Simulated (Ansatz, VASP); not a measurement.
## Te in two plane-wave programs

One calculation is typed for both programs; each brings its own data sets and cutoff. How far apart do they land? The cell is taken from a series of VASP runs on this material, whose earlier steps may have relaxed, scaled or displaced it; both programs get it as it stands.

Calculated with Ansatz 0.2.0; plane waves, with VASP 6.6.1 beside it; band structure at HSE06.

## (1) The structure

It takes space group P3_121 (No. 152, trigonal). Conventional cell: a = 4.483 Å, b = 4.483 Å, c = 5.945 Å, α = 90.00°, β = 90.00°, γ = 120.00°. Te has 2 Te at 2.85 Å nearest.

## (2) Ansatz: band structure, HSE06

Ansatz runs on its default PAW (the set named soft_2) files.

The same path points are solved in both programs, so levels can be compared one by one.

File input.yaml:

```yaml
crystal:
  lattice:
    - [4.4833029524, 0.0, 0.0]
    - [-2.2416514762, 3.8826542496, 0.0]
    - [0.0, 0.0, 5.9449296644]
  atoms:
    - { symbol: Te, position: [0.2646617998, 0.0, 0.3333333333] }
    - { symbol: Te, position: [0.0, 0.2646617998, 0.6666666667] }
    - { symbol: Te, position: [0.7353382002, 0.7353382002, 0.0] }
hamiltonian:
  xc: { exchange: pbe, correlation: pbe, exx: { coeff: 0.25, omega: 0.2 } }
  pseudopotentials: { kind: paw }
kpoints:
  mp_grid: { grid: [4, 4, 3] }
  band_path:
    path:
      - [0.0, 0.0, 0.0]
      - [0.4, 0.0, 0.0]
      - [0.4, 0.2, 0.0]
      - [0.2, 0.2, 0.0]
      - [0.0, 0.0, 0.1]
      - [0.0, 0.0, 0.5]
      - [0.4, 0.0, 0.5]
      - [0.4, 0.2, 0.5]
      - [0.36667, 0.26667, 0.5]
      - [0.33333, 0.33333, 0.5]
      - [0.2, 0.2, 0.5]
      - [0.5, 0.0, 0.4]
      - [0.33333, 0.33333, 0.0]
      - [0.33333, 0.33333, 0.5]
    npoints: 1
scf:
  occupations: { method: gaussian, width: 0.05 }
  n_extra_bands: 7
output:
  forces: true
  stress: true
  eigenvalues: true
```

Command:

```bash
> ansatz run input.yaml --threads 4 --pin off --max-ram 9216MiB --backend cpu --events-out ev --progress --plain --runs-dir out
```

Numbers of over 12 decimals in the logs are rounded to 6 here.

The program printed:

```text
Warning: output.stress: scf.convergence.dr2_threshold = 1e-7 eV (the SCF's general default) is looser than the 3e-10 eV advised for a printed stress (1e-10 eV for each atom of the cell: 3). What an SCF threshold leaves in a stress goes as its square root, and in the free energy as the threshold itself, and one threshold admits the most on a small cell: [figures from the program's tests cut] Set scf.convergence.dr2_threshold to 3e-10 eV or tighter. The threshold is an SCF's pass mark: one that does not reach it within its budget of iterations ends unconverged, or closes short of it on a stop that the run arms, and scf.convergence.dr2_threshold's page says what that costs each kind of run
Warning: output.stress: scf.exx.energy_threshold = 1e-6 eV is looser than the 3e-8 eV advised for a stress under a hybrid functional (1e-8 eV for each atom of the cell: 3). Every SCF of the exchange loop can meet its threshold on dr2 while the loop round them stops early: no threshold on dr2 bounds what that leaves in the stress. Set scf.exx.energy_threshold to 3e-8 eV or tighter. The threshold is the loop's pass mark: a loop that does not reach it within its budget of cycles ends unconverged, and scf.exx.energy_threshold's page has the law
scf.n_extra_bands = 7 over 24 filled bands (N_el = 48.0): the run solves 31 bands
Engine: ansatz 0.2.0, aarch64-unknown-linux-gnu
Pseudopotentials: kind: paw
Pseudopotential: Te, paw, valence charge 16, recommended cutoff 420 eV (normal), Te.paw.azcp
Functional definition: unnamed
  parameter a_1 = 0.25
  parameter omega_1 = 0.2/angstrom
  exchange = pbe_x + (-a_1)*pbe_x_sr(omega_1) + a_1*exact_x_sr(omega_1)
  correlation = pbe_c
Crystal: 3 atoms, lattice volume = 103.484 Å³
Basis set: ecut = 420 eV, 2041 PW (Γ), exchange–correlation on 60×60×80 points (8 copies of the dense FFT grid, shifted against one another)
Bands: 31, of which v1, the nominal top of the filled ones, is band 24 counted from 1 (23 counted from 0)
Symmetry: 6 space group operations
Space group: P3121 (ITA 152), of the structure as read, at distance tolerance 4.7e-5 Å
k-points: 9 of 48 (time reversal used)
Non-local potential: Te, projectors of the file, l = 0: 2, l = 1: 2, l = 2: 2, l = 3: 2
PAW form: soft (Blöchl's): semilocal exchange-correlation on the pseudo side does not see the compensation charge
PAW frozen core: Te, regenerated for the run's functional, and the local potential with it (the file was generated under x = pbe(κ = 0.804, μ = 0.219515), c = pbe(β = 0.066725))
PAW one-centre angular grid: Te, 590 points (default); XC on 64 Gauss nodes
Initial density: superposition of atomic densities (neutral atoms: chi_scale 0, normalization atom), corrected by the library's trained network
Initial wavefunctions: pseudopotential atomic-orbital guess
Functional: x = pbe(κ = 0.804, μ = 0.219515), c = pbe(β = 0.066725), warm-up for x = pbe(κ = 0.804, μ = 0.219515) + 0.25 (exact − pbe) at short range (hse, ω = 0.2 Å⁻¹), c = pbe(β = 0.066725)
SCF iter   1: F=—  HF=-20939.833680 eV  |F-HF|=—  |Δ(HF+E_count)|=         —  Δρ=1.32e-3  dr2=1.18e-3  ethr=1.77e-3  ⟨swp⟩=12.4  Hψ=1259  notcnv=0
preconditioner: auto → none  [insulator: Δε(μ)=0.868 eV  Ē_g=9.827 eV  σ=0.050 eV  W_gap=1.00  n_scr=22 (ndim 8)  ℏωp=15.5 eV  f_vac=0.030  D(μ)=0.00/eV (n_scr^D=0)]
SCF iter   2: F=—  HF=-20939.835290 eV  |F-HF|=—  |Δ(HF+E_count)|=   1.61e-3  Δρ=6.45e-4  dr2=2.26e-4  ethr=2.46e-6  ⟨swp⟩=5.2  Hψ=841  notcnv=0  defer=8
SCF iter   3: F=-20939.835723 eV  HF=-20939.835659 eV  |F-HF|=6.31e-5  |Δ(HF+E_count)|=   3.69e-4  Δρ=2.54e-4  dr2=3.78e-5  ethr=4.70e-7  ⟨swp⟩=3.2  Hψ=594  notcnv=0  defer=3
SCF 1 stopped early in 3 iterations: F = -20939.835723 eV  dr2 = 3.78e-5
  greatest PAW one-centre occupation: 0.998 electrons in one spin orbital (limit 2), on the Te atom at site 1 (counted from 0), in its partial waves of l = 2
Initial density: handed on by an earlier stage of this run
Initial wavefunctions: those handed on with the density
Functional: x = pbe(κ = 0.804, μ = 0.219515) + 0.25 (exact − pbe) at short range (hse, ω = 0.2 Å⁻¹), c = pbe(β = 0.066725)
Exchange kernel: α = 0.2500, screened, ω = 0.2000 Å⁻¹, Wigner–Seitz truncation, v(0) = 1121.8535 eV·Å³, q-mesh 4×4×3, nearest image of the exchange supercell L = 17.83 Å, pair-density grid 20×20×27, without the augmentation charges, whose exchange is taken in its separable form by FFT convolution over the k-point mesh (sized by the pseudopotential files, 27×27×40 at the most), smooth part of the exact exchange by density-matrix convolution
Frozen-core exchange: fock
SCF iter   1: F=—  HF=-20952.918623 eV  |F-HF|=—  |Δ(HF+E_count)|=         —  Δρ=4.04e-3  dr2=1.20e-2  ethr=7.89e-7  ⟨swp⟩=9.3  Hψ=1363  notcnv=0
preconditioner: auto → none  [insulator: Δε(μ)=1.329 eV  Ē_g=10.996 eV  σ=0.050 eV  W_gap=1.00  n_scr=22 (ndim 8)  ℏωp=15.5 eV  f_vac=0.028  D(μ)=0.00/eV (n_scr^D=0)]
SCF iter   2: F=—  HF=-20952.915054 eV  |F-HF|=—  |Δ(HF+E_count)|=   3.57e-3  Δρ=1.74e-3  dr2=3.39e-3  ethr=7.89e-7  ⟨swp⟩=4.0  Hψ=931  notcnv=0
SCF iter   3: F=—  HF=-20952.925715 eV  |F-HF|=—  |Δ(HF+E_count)|=   1.07e-2  Δρ=9.99e-4  dr2=8.70e-4  ethr=7.89e-7  ⟨swp⟩=4.0  Hψ=821  notcnv=0
iter 4 solved again at ethr=1.93e-8 eV; its pass at ethr=7.89e-7 eV (dr2=9.28e-6 eV) is discarded
SCF iter   4: F=—  HF=-20952.925488 eV  |F-HF|=—  |Δ(HF+E_count)|=   2.27e-4  Δρ=1.12e-4  dr2=6.63e-5  ethr=1.93e-8  ⟨swp⟩=4.2  Hψ=1316  notcnv=0
eigensolver tolerance schedule: the retry pair's looser diagonalisation over-reported the residual by 0.12 of it (diagonalisation noise at 0.12 of the residual, at the tolerance the schedule requests for it); recorded, not acted on — ethr = c·dr2/N_el stays at c = 1.0e-1
SCF iter   5: F=—  HF=-20952.925799 eV  |F-HF|=—  |Δ(HF+E_count)|=   3.11e-4  Δρ=1.17e-4  dr2=1.36e-5  ethr=1.73e-8  ⟨swp⟩=4.1  Hψ=788  notcnv=0
SCF iter   6: F=-20952.925797 eV  HF=-20952.925797 eV  |F-HF|=3.14e-8  |Δ(HF+E_count)|=   2.56e-6  Δρ=7.42e-6  dr2=2.29e-6  ethr=1.73e-8  ⟨swp⟩=3.0  Hψ=526  notcnv=0
SCF 2 stopped early in 6 iterations: F = -20952.925797 eV  dr2 = 2.29e-6
  Residual-converged pass: ⟨swp⟩=4.0  Hψ=815  notcnv=0  max |occ|·‖R‖ = 6.1e-6 eV (tolerance 6.7e-6 eV)  dr2=2.29e-6  dr2_onsite=4.91e-9  max |Δocc| = 1.0e-88
  greatest PAW one-centre occupation: 0.998 electrons in one spin orbital (limit 2), on the Te atom at site 0 (counted from 0), in its partial waves of l = 2
hybrid outer 1: dexx = +1.340e-2 eV, tail = 1.68e-4 eV
Exchange kernel: α = 0.2500, screened, ω = 0.2000 Å⁻¹, Wigner–Seitz truncation, v(0) = 1121.8535 eV·Å³, q-mesh 4×4×3, nearest image of the exchange supercell L = 17.83 Å, pair-density grid 20×20×27, without the augmentation charges, whose exchange is taken in its separable form by FFT convolution over the k-point mesh (sized by the pseudopotential files, 27×27×40 at the most), smooth part of the exact exchange by density-matrix convolution
Frozen-core exchange: fock
SCF iter   1: F=—  HF=-20952.925896 eV  |F-HF|=—  |Δ(HF+E_count)|=         —  Δρ=3.99e-5  dr2=1.76e-6  ethr=1.75e-6  ⟨swp⟩=4.4  Hψ=594  notcnv=0
preconditioner: auto → none  [insulator: Δε(μ)=1.384 eV  Ē_g=11.017 eV  σ=0.050 eV  W_gap=1.00  n_scr=22 (ndim 8)  ℏωp=15.5 eV  f_vac=0.028  D(μ)=0.00/eV (n_scr^D=0)]
SCF iter   2: F=—  HF=-20952.925897 eV  |F-HF|=—  |Δ(HF+E_count)|=   1.62e-6  Δρ=1.86e-5  dr2=3.54e-7  ethr=3.17e-9  ⟨swp⟩=4.2  Hψ=852  notcnv=0  defer=1
SCF iter   3: F=—  HF=-20952.925897 eV  |F-HF|=—  |Δ(HF+E_count)|=   6.58e-8  Δρ=7.66e-6  dr2=2.80e-8  ethr=5.01e-10  ⟨swp⟩=3.9  Hψ=578  notcnv=0  defer=5
SCF iter   4: F=-20952.925897 eV  HF=-20952.925897 eV  |F-HF|=1.20e-9  |Δ(HF+E_count)|=   9.06e-8  Δρ=1.67e-6  dr2=2.17e-9  ethr=4.37e-11  ⟨swp⟩=4.6  Hψ=814  notcnv=0  defer=6
SCF 3 converged in 4 iterations: F = -20952.925897 eV  dr2 = 2.17e-9
  Residual-converged pass: ⟨swp⟩=4.0  Hψ=731  notcnv=0  max |occ|·‖R‖ = 5.1e-7 eV (tolerance 5.4e-7 eV)  dr2=2.15e-9  dr2_onsite=3.65e-10  max |Δocc| = 2.4e-92
hybrid outer 2: dexx = +1.648e-6 eV, tail = 3.08e-8 eV, Δε = 2.16e-3 eV (about 6.99e-5 eV left of the loop's levels), ΔF = 2.04e-3 eV/Å (tail 7.60e-4)
NSCF: frozen V_eff on 14 k-points
hybrid SCF converged: 2 outer / 10 inner (+3 warm-up), last move |dexx| = 1.65e-6 eV, tail = 3.08e-8 eV
Stability not checked: this state was not tested for a lower state beside it, because the functional holds exact exchange (a hybrid, or Hartree-Fock), whose exchange loop this test does not read (fock_operator; see scf.lower_state_search)
Free energy (F): -20952.925898 eV
Frozen-core exchange: fock
Harris-Foulkes:  -20952.925898 eV  (|F-HF|=1.20e-9)
Internal energy: -20952.925898 eV  (E = F + TS)
E sigma→0 (E₀):  -20952.925898 eV
Fermi energy:    8.558712 eV
--- Per-component energies (eV) ---
  E_band       = -910.998949
  E_kinetic    = 538.460603
  E_local      = -3873.372113  (includes V_loc(G=0)·N_el)
  E_nonlocal   = -935.645688
  E_hartree    = 2455.482324
  E_xc         = -299.488604
  E_vxc        = -250.293073  (∫ρ·V_xc dr)
  E_exx        = -135.710087  (= α·E_x^exact, valence–valence)
  E_paw        = -13936.297123  (= ΣΔE_a)
  E_vpaw       = -1029.694247  (= ΣTr[D̂ρ^β])
  E_aug_tail   = -0.000584  (compensation charges beyond the density's cutoff)
  E_ewald      = -4765.813434
  E_core_change = -0.541192  (= ΣΔE_core)
  E_smearing   = -0.000000  (= −TS)
  E_closure    = 0.000000  (closes the sum)
  Σ components = -20952.925898   (vs F -20952.925898, Δ=0.00e0)
--- Forces (eV/Å), atoms counted from 1 ---
  atom   1  Te    -0.26703892     0.00000000    -0.00000000
  atom   2  Te     0.13351946    -0.23126249    -0.00000000
  atom   3  Te     0.13351946     0.23126249     0.00000000
  max |Σ_I F_I| component: 2.31e-18 eV/Å
--- Stress (GPa, compression-positive) ---
       -0.037864       0.000000      -0.000000
        0.000000      -0.037864       0.000000
       -0.000000       0.000000      -1.274809
  P = ⅓ Tr σ = -0.4502 GPa (-4.502 kbar)
--- Band table (eV; the first three rows and the last of 9) ---
  k-point 0: bands = [... 20 lower, 5.2192, 6.3256, 6.3256, 7.2563, 9.7150, 9.7150, 10.3849, 13.8232, ... 3 higher]
  k-point 1: bands = [... 20 lower, 5.4348, 6.5493, 6.7069, 7.1411, 9.2491, 9.2648, 9.5874, 13.0718, ... 3 higher]
  k-point 2: bands = [... 20 lower, 4.4944, 6.5237, 7.0494, 7.2376, 9.5789, 9.8041, 10.6526, 12.6699, ... 3 higher]
  k-point 8: bands = [... 20 lower, 3.7831, 5.6328, 7.1356, 7.8651, 9.4204, 10.3378, 11.4193, 13.6867, ... 3 higher]
```

Elapsed: 57 s, on 4 threads of Arm Neoverse V2, shared host; peak memory 0.99 GiB; 3.5 min of CPU time.

## (3) VASP: band structure, HSE06

The same cell, functional, mesh and smearing now go to VASP, with its own data sets and cutoff.

Lines of VASP's logs that name or quote its potential files are left out, and so is its time.

The run reads the wave functions of an earlier VASP run, which isn't shown here.

File INCAR:

```
SYSTEM = Te
PREC = Accurate
ENCUT = 400
EDIFF = 1E-06
NELM = 100
ISMEAR = 0
SIGMA = 0.05
LREAL = .FALSE.
ALGO = Normal
LHFCALC = .TRUE.
AEXX = 0.25
GGA = PE
HFSCREEN = 0.2
LASPH = .TRUE.
NBANDS = 15
PRECFOCK = Fast
LORBIT = 11
LWAVE = .FALSE.
LCHARG = .FALSE.
KPAR = 2
```

File POSCAR:

```
Te
1.0
    4.4833029524      0.0000000000      0.0000000000
   -2.2416514762      3.8826542496      0.0000000000
    0.0000000000      0.0000000000      5.9449296644
Te
3
Direct
    0.2646617998      0.0000000000      0.3333333333
    0.0000000000      0.2646617998      0.6666666667
    0.7353382002      0.7353382002      0.0000000000
```

File KPOINTS:

```
Automatic mesh
0
Gamma
4 4 3
0 0 0
```

File KPOINTS_OPT:

```
Line mode
6
Line-mode
Reciprocal
  0.00000000   0.00000000   0.00000000 GAMMA
  0.50000000   0.00000000   0.00000000 M

  0.50000000   0.00000000   0.00000000 M
  0.33333333   0.33333333   0.00000000 K

  0.33333333   0.33333333   0.00000000 K
  0.00000000   0.00000000   0.00000000 GAMMA

  0.00000000   0.00000000   0.00000000 GAMMA
  0.00000000   0.00000000   0.50000000 A

  0.00000000   0.00000000   0.50000000 A
  0.50000000   0.00000000   0.50000000 L

  0.50000000   0.00000000   0.50000000 L
  0.33333333   0.33333333   0.50000000 H

  0.33333333   0.33333333   0.50000000 H
  0.00000000   0.00000000   0.50000000 A

  0.50000000   0.00000000   0.50000000 L
  0.50000000   0.00000000   0.00000000 M

  0.33333333   0.33333333   0.00000000 K
  0.33333333   0.33333333   0.50000000 H
```

Potentials, in the order of the species: Te (PBE family, release 64).

Command:

```bash
> mpirun -np 2 vasp_std
```

The program printed:

```text
[banner, memory and clock lines left out]
running    2 mpi-ranks, on    1 nodes
 distrk:  each k-point on    1 cores,    2 groups
 distr:  one band on    1 cores,    1 groups

 POSCAR found type information on POSCAR Te
 POSCAR found :  1 types and       3 ions
 LDA part: xc-table for (Slater+PW92), standard interpolation
 found WAVECAR, reading the header
 POSCAR, INCAR and KPOINTS ok, starting setup
 FFT: planning ... GRIDC
 FFT: planning ... GRID_SOFT
 FFT: planning ... GRID
 reading WAVECAR
 the WAVECAR file was read successfully
 initial charge from wavefunction
 entering main loop
       N       E                     dE             d eps       ncg     rms          rms(c)
DAV:   1    -0.118744039594E+02   -0.11874E+02   -0.27646E+00   291   0.105E+01    0.215E+01
DAV:   2    -0.118912794109E+02   -0.16875E-01   -0.62527E-02   412   0.206E+00    0.151E+01
DAV:   3    -0.118904873598E+02    0.79205E-03   -0.83253E-04   347   0.173E-01    0.928E+00
DAV:   4    -0.118901073033E+02    0.38006E-03   -0.11924E-04   419   0.711E-02    0.551E+00
DAV:   5    -0.118899811712E+02    0.12613E-03   -0.51211E-05   419   0.461E-02    0.323E+00
DAV:   6    -0.118899432272E+02    0.37944E-04   -0.18182E-05   412   0.274E-02    0.189E+00
DAV:   7    -0.118899336010E+02    0.96262E-05   -0.65437E-06   404   0.163E-02    0.110E+00
DAV:   8    -0.118899316891E+02    0.19119E-05   -0.22461E-06   326   0.953E-03    0.641E-01
DAV:   9    -0.118899320113E+02   -0.32216E-06   -0.63698E-07   205   0.580E-03
   1 F= -.11889932E+02 E0= -.11889932E+02  d E =-.177977E-12
 Start KPOINTS_OPT (optional k-point list driver)
k-point batch [1-9\54]
       N       E                     dE             ncg
DAV:   1     0.629972882772E+03   -0.20650E+04      270
DAV:   2    -0.336198674729E+02   -0.66359E+03      347
DAV:   3    -0.114657520381E+03   -0.81038E+02      326
DAV:   4    -0.117020615477E+03   -0.23631E+01      412
DAV:   5    -0.117046873669E+03   -0.26258E-01      340
DAV:   6    -0.117047167174E+03   -0.29350E-03      405
DAV:   7    -0.117047170989E+03   -0.38154E-05      278
DAV:   8    -0.117047171073E+03   -0.84445E-07      247
[...]
k-point batch [46-54\54]
       N       E                     dE             ncg
DAV:   1     0.545514593546E+03   -0.37398E+04      270
DAV:   2    -0.866090659088E+02   -0.63212E+03      354
DAV:   3    -0.152875469384E+03   -0.66266E+02      312
DAV:   4    -0.154818665718E+03   -0.19432E+01      412
DAV:   5    -0.154841216862E+03   -0.22551E-01      326
DAV:   6    -0.154841469611E+03   -0.25275E-03      391
DAV:   7    -0.154841472883E+03   -0.32722E-05      248
DAV:   8    -0.154841472965E+03   -0.81914E-07      254
```

[end of part 1 of 2]

[Lines on the potential files, build, host, timing and source positions are cut from VASP's logs without a mark.]

[Logs are printed without paths, hosts, clocks, repeated set-up lines and the standing remarks that a program may print on its own settings, such as how far it seeks lower states.]

[Hosts, paths, dates, database ids (printed as entryN), source tags and the programs' standing remarks are cut or masked in the printed files.]
